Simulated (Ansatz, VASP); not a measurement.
**Li16B (a cell with a defect) in VASP and in Ansatz**

```
Li B
1.0
     6.98000    0.00000    0.00000
     0.00000    6.98000    0.00000
     0.00000    0.00000    6.98000
Li B
16 1
Cartesian
  0.0662 -0.3116 -0.0007
  2.9865 0.2946 -0.0037
  0.0680 3.7982 -0.0008
  -0.1311 -0.1976 3.4893
  1.6739 1.7446 2.0496
  2.9879 3.1936 -0.0037
  3.7760 0.1800 3.4863
  5.7345 1.7438 1.4468
  -0.1311 3.6871 3.4892
  1.8749 5.2347 1.9420
  1.6793 1.7446 4.9199
  3.7753 3.3091 3.4863
  4.9488 5.2337 1.5632
  5.7392 1.7437 5.5282
  1.8744 5.2348 5.0372
  4.9469 5.2337 5.4143
  0.8716 1.7427 -0.0070
```

Alike in both runs: functional PBE; k mesh 2 × 2 × 2; occupations fermi-dirac, width 0.15 eV; no spin polarisation.

Ansatz relaxed the structure, and its values are those at the end. VASP's run is a single point on that final structure, the one shown.

|  | VASP | Ansatz |
| --- | --- | --- |
| version | VASP 6.6.1 | Ansatz 0.2.0 |
| potentials or method | VASP PAW PBE potentials, release 64 (Li_sv, B) | scalar-relativistic, plane waves, PAW |
| plane-wave cutoff (eV) | 520 | 420 |
| valence electrons in the cell | 51 | 51 |

|  | VASP | Ansatz | Ansatz less VASP |
| --- | --- | --- | --- |
| rms of the force components (eV/Å) | 0.015 | 0.015 | -0.0002 |

Caveats: the k mesh is coarse (spacing up to 0.45 Å⁻¹), so the values aren't converged.
